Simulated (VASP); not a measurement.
# Ru9N in VASP: notebook

Runs on Ru9N. Level: PBE. Tasks: relaxation of the atoms, single point.

Everything below comes from runs of VASP 6.6.1. Logs are shortened: lines on timing, memory, paths and dates and some standing lists are left out, and cuts for length are marked.

### 1 The structure

The cell holds a slab with vacuum, 10 atoms: a = 4.708 Å, b = 4.708 Å, c = 23.301 Å, α = 90.00°, β = 90.00°, γ = 120.00°.

### 2 Relaxation of the atoms, PBE

Input file INCAR:

```
SYSTEM = Ru9N
ALGO = Normal ; DIPOL = 0.5 0.5 0.476
EDIFF = 1E-6 ; EDIFFG = -0.03
ENCUT = 450 ; GGA = PE
IBRION = 2 ; IDIPOL = 3
ISIF = 2 ; ISMEAR = 1
KPAR = 4 ; LASPH = .True.
LCHARG = .False. ; LDIPOL = .True.
LREAL = Auto ; LWAVE = .False.
NELM = 80 ; NSW = 90
PREC = Normal ; SIGMA = 0.1
```

Input file KPOINTS:

```
k-points
0
Gamma
  6 6 1
  0 0 0
```

Input file POSCAR:

```
Ru9N
1.0
    4.7076260000      0.0000000000      0.0000000000
   -2.3538121300      4.0769235000      0.0000000000
    0.0000000000      0.0000000000     23.3005680000
Ru N
9 1
Selective dynamics
Direct
    0.3333330000      0.3333330000      0.3647979700  F F F
    0.6666663300      0.9999996700      0.3647979700  F F F
    0.9999996700      0.6666663300      0.3647979700  F F F
    0.6666670000      0.6666670000      0.4570825900  T T T
    0.0000003300      0.3333336700      0.4570825900  T T T
    0.3333336700      0.0000003300      0.4570825900  T T T
    0.3333330000      0.3333330000      0.5493672100  T T T
    0.6666663300      0.9999996700      0.5493672100  T T T
    0.9999996700      0.6666663300      0.5493672100  T T T
    0.3333330000      0.3333330000      0.6429271600  T T T
```

Potentials or basis: VASP PAW PBE potentials, release 64 (Ru_pv, N).

The run is started by

```sh
$ cat potpaw_PBE.64/Ru_pv/POTCAR potpaw_PBE.64/N/POTCAR > POTCAR
$ mpirun -np 4 vasp_std > vasp.out
```

OUTCAR:

```text
SYSTEM = Ru9N
   EDIFF = 1E-6
   EDIFFG = -0.03
   ENCUT = 450
   GGA = PE
   IBRION = 2
   ISIF = 2
   ISMEAR = 1
   LASPH = .True.
   LREAL = Auto
   NELM = 80
   NSW = 90
   PREC = Normal

 ion  position               nearest neighbor table
   1  0.333  0.333  0.365-   6 2.66   5 2.66   4 2.66   3 2.72   2 2.72   2 2.72   3 2.72   3 2.72
                             2 2.72
   2  0.667  1.000  0.365-   4 2.66   6 2.66   5 2.66   1 2.72   3 2.72   3 2.72   1 2.72   3 2.72
                             1 2.72
   3  1.000  0.667  0.365-   5 2.66   4 2.66   6 2.66   1 2.72   2 2.72   2 2.72   1 2.72   2 2.72
                             1 2.72
   4  0.667  0.667  0.457-   2 2.66   8 2.66   3 2.66   9 2.66   1 2.66   7 2.66   6 2.72   5 2.72
                             6 2.72   5 2.72   5 2.72   6 2.72
   5  0.000  0.333  0.457-   3 2.66   9 2.66   7 2.66   1 2.66   8 2.66   2 2.66   4 2.72   6 2.72
                             6 2.72   4 2.72   6 2.72   4 2.72
   6  0.333  0.000  0.457-   1 2.66   7 2.66   2 2.66   8 2.66   3 2.66   9 2.66   4 2.72   5 2.72
                             5 2.72   4 2.72   5 2.72   4 2.72
   7  0.333  0.333  0.549-  10 2.18   6 2.66   5 2.66   4 2.66   9 2.72   8 2.72   8 2.72   9 2.72
                             9 2.72   8 2.72
   8  0.667  1.000  0.549-   4 2.66   6 2.66   5 2.66   7 2.72   9 2.72   9 2.72   7 2.72   9 2.72
                             7 2.72
   9  1.000  0.667  0.549-   5 2.66   4 2.66   6 2.66   7 2.72   8 2.72   8 2.72   7 2.72   8 2.72
                             7 2.72
  10  0.333  0.333  0.643-   7 2.18

  LATTYP: Found a hexagonal cell.
 ALAT       =     4.7076260000
 C/A-ratio  =     4.9495367729

  Lattice vectors:

 A1 = (   4.7076260000,   0.0000000000,   0.0000000000)
 A2 = (  -2.3538121300,   4.0769235000,   0.0000000000)
 A3 = (   0.0000000000,   0.0000000000,  23.3005680000)

Analysis of symmetry for initial positions (statically):
=====================================================================
 Subroutine PRICEL returns:
 Original cell was already a primitive cell.

 Routine SETGRP: Setting up the symmetry group for a
 hexagonal supercell.

 Subroutine GETGRP returns: Found  6 space group operations
 (whereof  2 operations were pure point group operations)
 out of a pool of 24 trial point group operations.

The static configuration has the point symmetry C_1h.
 The point group associated with its full space group is C_3v.

Analysis of symmetry for dynamics (positions and initial velocities):
=====================================================================
 Subroutine PRICEL returns:
 Original cell was already a primitive cell.

 Routine SETGRP: Setting up the symmetry group for a
 hexagonal supercell.

 Subroutine GETGRP returns: Found  6 space group operations
 (whereof  2 operations were pure point group operations)
 out of a pool of 24 trial point group operations.

The dynamic configuration has the point symmetry C_1h.
 The point group associated with its full space group is C_3v.

Analysis of constrained symmetry for selective dynamics:
=====================================================================
 Subroutine PRICEL returns:
 Original cell was already a primitive cell.

 Routine SETGRP: Setting up the symmetry group for a
 hexagonal supercell.

 Subroutine GETGRP returns: Found  6 space group operations
 (whereof  2 operations were pure point group operations)
 out of a pool of 24 trial point group operations.

The constrained configuration has the point symmetry C_1h.
 The point group associated with its full space group is C_3v.

 Subroutine INISYM returns: Found  6 space group operations
 (whereof  2 operations are pure point group operations),
 and found     1 'primitive' translations

----------------------------------------------------------------------------------------

                                     Primitive cell

  volume of cell :     447.1992

  direct lattice vectors                    reciprocal lattice vectors
     4.707626000  0.000000000  0.000000000     0.212421293  0.122641451  0.000000000
    -2.353812130  4.076923500  0.000000000     0.000000000  0.245282993  0.000000000
[... 61 lines left out ...]
  0.500000 -0.000000  0.000000      3.000000
  0.166667  0.166667  0.000000      6.000000
  0.333333  0.166667  0.000000     12.000000
  0.333333  0.333333  0.000000      2.000000
   k-points           NKPTS =      7   k-points in BZ     NKDIM =      7   number of bands    NBANDS=     78
   number of dos      NEDOS =    301   number of ions     NIONS =     10
   total plane-waves  NPLWV =  72576
   dimension x,y,z NGX =    24 NGY =   24 NGZ =  126
   dimension x,y,z NGXF=    48 NGYF=   48 NGZF=  252
   ions per type =               9   1
   NGX,Y,Z   is equivalent  to a cutoff of   8.48,  8.48,  8.99 a.u.
   NGXF,Y,Z  is equivalent  to a cutoff of  16.95, 16.95, 17.98 a.u.
 SYSTEM =  Ru9N
   PREC   = normal    normal or accurate (medium, high low for compatibility)
   ISTART =      0    job   : 0-new  1-cont  2-samecut
   ICHARG =      2    charge: 1-file 2-atom 10-const
   ISPIN  =      1    spin polarized calculation?
   LNONCOLLINEAR =      F non collinear calculations
   LSORBIT =      F    spin-orbit coupling
   LASPH  =      T    aspherical Exc in radial PAW
   ENCUT  =  450.0 eV  33.07 Ry    5.75 a.u.   8.14  8.14 40.30*2*pi/ulx,y,z
   NELM   =     80;   NELMIN=  2; NELMDL= -5     # of ELM steps
   EDIFF  = 0.1E-05   stopping-criterion for ELM
   LREAL  =      T    real-space projection
   EDIFFG = -.3E-01   stopping-criterion for IOM
   NSW    =     90    number of steps for IOM
   IBRION =      2    ionic relax: 0-MD 1-quasi-New 2-CG
   NFREE  =      1    steps in history (QN), initial steepest desc. (CG)
   ISIF   =      2    stress and relaxation
   ISYM   =      2    0-nonsym 1-usesym 2-fastsym
   POTIM  = 0.5000    time-step for ionic-motion
   TEBEG  =    0.0;   TEEND  =   0.0 temperature during run
   PSTRESS=    0.0 pullay stress
   NELECT =     131.0000    total number of electrons
   NUPDOWN=      -1.0000    fix difference up-down
   EMIN   =  10.00;   EMAX   =-10.00  energy-range for DOS
   EFERMI =   0.00;   METHOD = LEGACY
   ISMEAR =     1;   SIGMA  =   0.10  broadening in eV -4-tet -1-fermi 0-gaus
   EFERMI_NEDOS =   21; number of points for ismear=-14 and -15
   IALGO  =     38    algorithm
   IMIX   =      4    mixing-type and parameters
     AMIX     =   0.40;   BMIX     =  1.00
     AMIX_MAG =   1.60;   BMIX_MAG =  1.00
  volume/ion in A,a.u.               =      44.72       301.78
  Fermi-wavevector in a.u.,A,eV,Ry     =   1.087255  2.054615 16.083779  1.182124
  Thomas-Fermi vector in A             =   2.223411
   LORBIT       =      0    0 simple, 1 ext, 2 COOP (PROOUT), +10 PAW based schemes
   GGA     = PE    functional components
   LHFCALC =     F    Hartree Fock is set to
   AEXX    =    0.0000 exact exchange contribution
   IVDW    =     0    specifies the selected vdW correction
   LEPSILON=     F    determine dielectric tensor
   LRPA    =     F    only Hartree local field effects (RPA)
 conjugate gradient relaxation of ions
 non-spin polarized calculation
 Methfessel and Paxton  Order N= 1 SIGMA  =   0.10
  energy-cutoff  :      450.00
  volume of cell :      447.20
 maximum number of plane-waves:      9720
   NGX = 17   NGY = 17   NGZ = 81

 dipolmoment           0.000000      0.000000     -0.166781 electrons x Angstroem

--------------------------------------- Ionic step        1  -------------------------------------------

 number of electron     130.9999915 magnetization

 Free energy of the ion-electron system (eV)
  ---------------------------------------------------
  ext. energy  EPLUGINS =         0.00000000
  ---------------------------------------------------
  free energy    TOTEN  =       -81.72189760 eV

  energy without entropy =      -81.71119421  energy(sigma->0) =      -81.71832981

------------------------ aborting loop because EDIFF is reached ----------------------------------------

  FORCE on cell =-STRESS in cart. coord.  units (eV):
  Direction    XX          YY          ZZ          XY          YZ          ZX
  --------------------------------------------------------------------------------------
  -------------------------------------------------------------------------------------
  Total       -8.9045175     -8.9045166    -23.4160614     -0.0000019      0.0000000     -0.0000000
  in kB      -31.9021499    -31.9021466    -83.8925524     -0.0000068      0.0000000     -0.0000000
  external PRESSURE =     -49.2322830 kB  Pullay stress =       0.0000000 kB
[... 113 lines left out ...]
  FREE ENERGIE OF THE ION-ELECTRON SYSTEM (eV)
  ---------------------------------------------------
  free  energy   TOTEN  =       -84.1102365681 eV

  energy  without entropy=      -84.1014138970  energy(sigma->0) =      -84.10729568

[... ionic steps 4 to 20 ...]

--------------------------------------- Ionic step       21  -------------------------------------------

 number of electron     130.9999884 magnetization

------------------------ aborting loop because EDIFF is reached ----------------------------------------
[... 83 lines left out ...]
--------------------------------------- Ionic step       23  -------------------------------------------

 number of electron     130.9999883 magnetization

 dipolmoment           0.000000      0.000000      0.103952 electrons x Angstroem

 Free energy of the ion-electron system (eV)
  ---------------------------------------------------
  ext. energy  EPLUGINS =         0.00000000
  ---------------------------------------------------
  free energy    TOTEN  =       -84.33447886 eV

  energy without entropy =      -84.32470089  energy(sigma->0) =      -84.33121954

 E-fermi :  -0.1866     XC(G=0):  -4.9854

 val. band max:       -0.2008374963   @ k =   0.1667   0.0000   0.0000
 cond. band min:      -0.1466877547   @ k =   0.1667   0.1667   0.0000
 fundamental gap:      0.0541497415
 Fermi energy:        -0.1865716943

 k-point     1 :       0.0000    0.0000    0.0000
  band No.  band energies     occupation
      1     -44.5629      2.00000
      2     -43.7812      2.00000
      3     -43.6651      2.00000
      4     -43.6150      2.00000
      5     -43.6150      2.00000
      6     -43.5979      2.00000
[... 549 lines left out ...]
     76       0.8473     -0.00000
     77       1.0825     -0.00000
 [bands above 77 left out]

------------------------ aborting loop because EDIFF is reached ----------------------------------------

 vacuum level on the upper side and lower side of the slab       (xc-potential included)         0.395        -0.559

  FORCE on cell =-STRESS in cart. coord.  units (eV):
  Direction    XX          YY          ZZ          XY          YZ          ZX
  --------------------------------------------------------------------------------------
  -------------------------------------------------------------------------------------
  Total       -6.1507233     -6.1507227      0.2403573     -0.0000013     -0.0000000      0.0000000
  in kB      -22.0361516    -22.0361494      0.8611265     -0.0000047     -0.0000000      0.0000000
  external PRESSURE =     -14.4037249 kB  Pullay stress =       0.0000000 kB
[... 25 lines left out ...]
  FREE ENERGIE OF THE ION-ELECTRON SYSTEM (eV)
  ---------------------------------------------------
  free  energy   TOTEN  =       -84.3344788615 eV

  energy  without entropy=      -84.3247008879  energy(sigma->0) =      -84.33121954

 reached required accuracy - stopping structural energy minimisation

 vacuum level on the upper side and lower side of the slab         5.688         4.703
```

Wall time 25 min (4 MPI ranks of Intel Xeon Platinum 8175M at 2.50GHz (Skylake/Cascade Lake), shared host); peak memory 0.35 GiB.

Results:

```
Free energy               : -84.3345 eV
Energy gained by relaxing : 261.3 meV/atom
Ionic steps               : 23
Band gap on the k mesh    : none (metal or under the smearing width)
```

The path:
```
step  energy change (eV)  largest force (eV/Å)  pressure (GPa)
   1              0.0000                5.4690           -4.92
   2             -2.3517                1.9050           -3.25
   3             -2.3883                1.4240           -2.49
   4             -2.4014                1.3994           -2.83
   5             -2.4008                1.4099           -2.70
   6             -2.4862                1.1916           -2.31
   7             -2.5242                2.2023           -1.62
   8             -2.5650                1.0508           -1.63
   9             -2.5773                0.4880           -1.75
  10             -2.5852                0.4309           -1.69
  11             -2.6022                0.4092           -1.60
  12             -2.6048                0.4420           -1.37
  13             -2.6092                0.4067           -1.56
  14             -2.6093                0.3981           -1.53
  15             -2.6110                0.3564           -1.41
  16             -2.6111                0.3745           -1.40
  17             -2.6111                0.3780           -1.42
  18             -2.6119                0.3625           -1.45
  19             -2.6123                0.3004           -1.48
  20             -2.6124                0.3215           -1.48
  21             -2.6125                0.3156           -1.44
  22             -2.6125                0.3159           -1.45
  23             -2.6126                0.3084           -1.44
```

Final structure:
```
CELL_PARAMETERS angstrom
4.70763 0.00000 0.00000
-2.35381 4.07692 0.00000
0.00000 0.00000 23.30057
ATOMIC_POSITIONS crystal
Ru 0.33333 0.33333 0.36480
Ru 0.66667 0.00000 0.36480
Ru 0.00000 0.66667 0.36480
Ru 0.66615 0.66615 0.45260
Ru 0.00052 0.33333 0.45260
Ru 0.33333 0.00052 0.45260
Ru 0.33333 0.33333 0.56089
Ru 0.66667 0.00000 0.54155
Ru 0.00000 0.66667 0.54155
N 0.33333 0.33333 0.63135
```

Levels at points of the mesh, in eV from the Fermi level:
```tsv
k point	band 62	band 63	band 64	band 65	band 66	band 67	band 68	band 69	band 70	band 71
(0.00, 0.00, 0.00)	-1.13	-0.80	-0.80	-0.34	-0.15	-0.15	0.64	0.65	0.72	0.74
(0.50, 0.00, 0.00)	-0.54	-0.18	-0.07	-0.03	0.09	0.40	0.45	0.74	0.89	0.95
```

Caveat: the cutoff is under 1.25 times the usual one of these potentials, so pressure, stress and relaxed cells hold a basis-set (Pulay) error.

### 3 Single point, PBE

Input file INCAR:

```
SYSTEM = Ru9N
ALGO = Normal ; DIPOL = 0.5 0.5 0.476
EDIFF = 1E-6 ; ENCUT = 450
GGA = PE ; ICORELEVEL = 1
IDIPOL = 3 ; ISIF = 2
ISMEAR = 1 ; KPAR = 4
LASPH = .True. ; LCHARG = .False.
LDIPOL = .True. ; LREAL = Auto
LVACPOTAV = .True. ; LVHAR = .True.
LWAVE = .False. ; NBANDS = 76
NELM = 80 ; PREC = Normal
SIGMA = 0.1
```

KPOINTS is that of step 2.

Input file POSCAR:

```
Ru9N                                    
1.0
    4.7076260000      0.0000000000      0.0000000000
   -2.3538121300      4.0769235000      0.0000000000
    0.0000000000      0.0000000000     23.3005680000
  Ru              N             
     9     1
Selective dynamics
Direct
     0.3333330000000032    0.3333330000000032    0.3647979699999979   F   F   F
     0.6666663299999982    0.9999996700000011    0.3647979699999979   F   F   F
     0.9999996700000011    0.6666663299999982    0.3647979699999979   F   F   F
     0.6661468807539261    0.6661468807539261    0.4526002425270932   T   T   T
     0.0005204492460694    0.3333336700000018    0.4526002425270932   T   T   T
     0.3333336700000018    0.0005204492460694    0.4526002425270932   T   T   T
     0.3333330000000032    0.3333330000000032    0.5608881224528584   T   T   T
     0.6666663299999982    0.9999996700000011    0.5415486170485863   T   T   T
     0.9999996700000011    0.6666663299999982    0.5415486170485863   T   T   T
     0.3333330000000032    0.3333330000000032    0.6313469227827425   T   T   T
```

Potentials or basis: VASP PAW PBE potentials, release 64 (Ru_pv, N).

The run is started by

```sh
$ cat potpaw_PBE.64/Ru_pv/POTCAR potpaw_PBE.64/N/POTCAR > POTCAR
$ mpirun -np 4 vasp_std > vasp.out
```

Run time: 2.3 min. Hardware: 4 MPI ranks of Intel Xeon Platinum 8175M at 2.50GHz (Skylake/Cascade Lake), shared host; peak memory 0.33 GiB.

Results (log left out):

| Property | Result |
| --- | --- |
| Free energy | -84.3345 eV |
| Largest force | 0.309 eV/Å |
| Band gap on the k mesh | none (metal or under the smearing width) |
| Work function of the upper face | 5.95 eV |
| Work function of the lower face | 4.97 eV |

Forces in eV/Å, atoms in the order of the input:
```
Ru   0.000  0.000  0.309
Ru   0.000  0.000 -0.141
Ru   0.000  0.000 -0.141
Ru   0.003  0.005  0.008
Ru  -0.005  0.000  0.008
Ru   0.003 -0.005  0.008
Ru   0.000  0.000 -0.015
Ru   0.000  0.000 -0.025
Ru   0.000  0.000 -0.025
N    0.000  0.000  0.014
```

Levels at points of the mesh, in eV from the Fermi level:
```
           k point  band 63  band 64  band 65  band 66  band 67  band 68  band 69  band 70
(0.00, 0.00, 0.00)    -0.80    -0.80    -0.34    -0.15    -0.15     0.64     0.65     0.72
(0.50, 0.00, 0.00)    -0.18    -0.07    -0.03     0.09     0.40     0.45     0.74     0.89
```

Core levels (eV, on the scale of the bands):
| atom | levels |
| --- | --- |
| 1 Ru | 1s -21930.2, 2s -3150.6, 2p -2821.1, 3s -552.2, 3p -444.0, 3d -270.0, 4s -72.9 |
| 2 Ru | 1s -21930.3, 2s -3150.6, 2p -2821.1, 3s -552.3, 3p -444.1, 3d -270.1, 4s -72.9 |
| 3 Ru | 1s -21930.3, 2s -3150.6, 2p -2821.1, 3s -552.3, 3p -444.1, 3d -270.1, 4s -72.9 |
| 4 Ru | 1s -21930.7, 2s -3151.1, 2p -2821.6, 3s -552.8, 3p -444.5, 3d -270.5, 4s -73.4 |
| 5 Ru | 1s -21930.7, 2s -3151.1, 2p -2821.6, 3s -552.8, 3p -444.5, 3d -270.5, 4s -73.4 |
| 6 Ru | 1s -21930.7, 2s -3151.1, 2p -2821.6, 3s -552.8, 3p -444.5, 3d -270.5, 4s -73.4 |

Caveat: the cutoff is under 1.25 times the usual one of these potentials, so pressure, stress and relaxed cells hold a basis-set (Pulay) error.
